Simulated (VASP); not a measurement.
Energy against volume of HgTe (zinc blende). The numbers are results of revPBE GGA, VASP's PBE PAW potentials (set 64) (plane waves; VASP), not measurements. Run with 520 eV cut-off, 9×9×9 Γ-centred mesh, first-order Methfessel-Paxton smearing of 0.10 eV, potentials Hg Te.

```json
[
 {"V (Å³/atom)": "36.955", "E (eV/atom)": "-1.51438"},
 {"V (Å³/atom)": "38.098", "E (eV/atom)": "-1.51798"},
 {"V (Å³/atom)": "39.241", "E (eV/atom)": "-1.51518"},
 {"V (Å³/atom)": "40.384", "E (eV/atom)": "-1.50707"}
]
```

Problem. Fit these four points and predict the energy of the run at 35.812 Å³/atom.

Solution. A cubic in V^(−2/3), the third-order Birch-Murnaghan form, passes through the four points with V0 = 38.13 Å³/atom and B0 = 30 GPa, and gives -1.5031 eV/atom there. The run gave -1.5030 eV/atom, +0.0 meV/atom from the fit; all five points give B0 = 30 GPa.

The compound is HgTe in the zinc blende structure. It was relaxed first, which changed the volume by +13 %.
